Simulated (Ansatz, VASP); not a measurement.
# One calculation of NaV, two programs

```
CELL_PARAMETERS angstrom
1.40804 0.81293 5.62691
-1.40804 0.81293 5.62691
0.00000 -1.62587 5.62691
ATOMIC_POSITIONS crystal
Na 0.00000 0.00000 0.00000
V 0.50000 0.50000 0.50000
```

Alike in both runs: functional PBE; k mesh 6 × 6 × 6; occupations gaussian, width 0.1 eV; collinear spin.

Ansatz relaxed the structure, and its values are those at the end. VASP's run is a single point on that final structure, the one shown.

```csv
,VASP,Ansatz
version,VASP 6.6.1,Ansatz 0.2.0
potentials or method,"VASP PAW PBE potentials, release 64 (Na_pv, V_sv)","scalar-relativistic, plane waves, PAW"
plane-wave cutoff (eV),520,420
valence electrons in the cell,20,22
```

|  | VASP | Ansatz | Ansatz less VASP |
| --- | --- | --- | --- |
| gap on the k mesh at the Fermi level (eV) | none | none | - |
| pressure (GPa) | -4.0 | 0.0 | +4.00 |
| net moment per atom (μB) | 0.00 | 1.00 | +0.999 |
| size of the moment on the site where the two differ most (μB) | 0.00 | 1.59 | +1.594 |

The net moments differ so much that the two runs ended in different magnetic states, which moves the other rows too. Site moments also hang on the region over which each program counts them. A gap of «none» marks a metal or a gap that the smearing closes. The two sets of potentials don't hold the same shells in valence.

Caveats: the k mesh is coarse (spacing up to 0.43 Å⁻¹), so the values aren't converged.
